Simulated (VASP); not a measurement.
OSZICAR of a VASP run on Co$_{2}$Si (space group Pnma):

File OSZICAR:
```
       N       E                     dE             d eps       ncg     rms          rms(c)
DAV:   1     0.524316510992E+03    0.52432E+03   -0.25158E+04  2048   0.112E+03
DAV:   2    -0.422673789619E+02   -0.56658E+03   -0.52830E+03  2048   0.301E+02
DAV:   3    -0.885977338062E+02   -0.46330E+02   -0.42754E+02  2216   0.105E+02
DAV:   4    -0.900883196744E+02   -0.14906E+01   -0.14784E+01  2408   0.189E+01
DAV:   5    -0.901379888596E+02   -0.49669E-01   -0.49648E-01  2600   0.306E+00    0.436E+01
DAV:   6    -0.932156120121E+02   -0.30776E+01   -0.13477E+02  2408   0.113E+02    0.327E+01
DAV:   7    -0.892560861697E+02    0.39595E+01   -0.57334E+01  2344   0.128E+02    0.350E+01
DAV:   8    -0.842001585266E+02    0.50559E+01   -0.26833E+01  2392   0.912E+01    0.165E+01
DAV:   9    -0.832581976857E+02    0.94196E+00   -0.46562E+00  2568   0.337E+01    0.599E+00
DAV:  10    -0.831738210361E+02    0.84377E-01   -0.10802E+00  2352   0.103E+01    0.275E+00
DAV:  11    -0.831977480455E+02   -0.23927E-01   -0.21965E-01  2512   0.462E+00    0.120E+00
DAV:  12    -0.831998022008E+02   -0.20542E-02   -0.33012E-02  2312   0.183E+00    0.425E-01
DAV:  13    -0.831999361281E+02   -0.13393E-03   -0.38108E-03  2440   0.488E-01    0.267E-01
DAV:  14    -0.831999569662E+02   -0.20838E-04   -0.54203E-04  2920   0.166E-01    0.131E-01
DAV:  15    -0.831999793556E+02   -0.22389E-04   -0.97622E-05  2616   0.989E-02    0.564E-02
DAV:  16    -0.831999768401E+02    0.25154E-05   -0.56851E-05  2336   0.770E-02    0.257E-02
DAV:  17    -0.831999760487E+02    0.79142E-06   -0.12747E-05  2488   0.325E-02    0.949E-03
DAV:  18    -0.831999758194E+02    0.22934E-06   -0.27720E-06  1392   0.131E-02
   1 F= -.83199976E+02 E0= -.83202756E+02  d E =0.833925E-02  mag=     2.2808
```

Q: Which electronic solver shows in the log?

A: It is blocked Davidson (ALGO = Normal, or the opening steps of other solvers). The INCAR had ALGO = Normal.

Q: How was spin treated?

A: Collinear spin (ISPIN = 2): the summary line carries one mag value, 2.28 μB in the cell.

Q: Can the final energy be trusted as converged?

A: The run converged. It stopped with EDIFF = 1E-6, NELM = 100 (PBE GGA, plane waves, VASP's PBE PAW potentials (set 64)).   The run has a spin-polarised start.

The structure comes from a computed database's Co2Si entry; how it stands against other phases isn't given here. The cell was not relaxed at this level. The k-mesh is coarse (spacing up to 0.44 per Å, 2π included), so the numbers may not be converged in it. The run is one of a series of settings (KPOINTS 3×4×3 Γ-centred mesh shifted by (0.5, 0.5, 0.5) against the base run), some of them coarse on purpose.
